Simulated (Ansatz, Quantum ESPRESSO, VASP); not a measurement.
# BiSb (P1, 2 atoms in the cell) computed with different codes at matched settings

Self-consistent single point.

```yaml
crystal:
  lattice:
    - [2.22629, 1.28535, 3.97515]
    - [-2.22629, 1.28535, 3.97515]
    - [0.00000, -2.57070, 3.97515]
  atoms:
    - { symbol: Sb, position: [0.75034, 0.79988, 0.77507] }
    - { symbol: Bi, position: [0.24965, 0.20011, 0.22492] }
```

Shared settings, as Ansatz (a first-principles code) writes them: kpoints.mp_grid.grid = 6 6 6; scf.occupations.method = gaussian; scf.occupations.width = 0.272 eV. Potentials and cutoffs stand in the table.

| code | model | pressure (GPa) | largest force (eV/Å) | cutoff |
|---|---|---|---|---|
| VASP | PBEsol, VASP's PBE PAW potentials (set 64) | 1.24 | 1.653 | 300 eV |
| Ansatz | PBEsol, PAW files made with PBE | 1.45 | 1.626 | default |
| Quantum ESPRESSO | PBEsol, PSlibrary PAW (PBE) pseudopotentials | 1.26 | 1.656 | 50 Ry |

No clean gap comes from VASP, Ansatz and Quantum ESPRESSO: levels at the Fermi energy touch, overlap or are partly filled at this smearing.

On Ansatz's run: spin-orbit coupling is off.

The spread over the programs that give each value: pressure within 0.21 GPa; largest force within 0.030 eV/Å.

Ansatz's pressure is given at a fixed set of plane waves, as the other plane-wave codes print theirs.

VASP's run is marked for a possible Pulay error in its stress at this cutoff; no cutoff test was made.

The starting cell comes from a database of computed structures (which also holds hypothetical and non-ambient phases and stackings), without a prior relaxation at this level. Its atoms were displaced at random from the sites of space group no. 160.

Left out of this page: GPAW, CP2K, Elk and SIESTA (not drawn, or without a comparable value).

Keys are those of Ansatz 0.2.
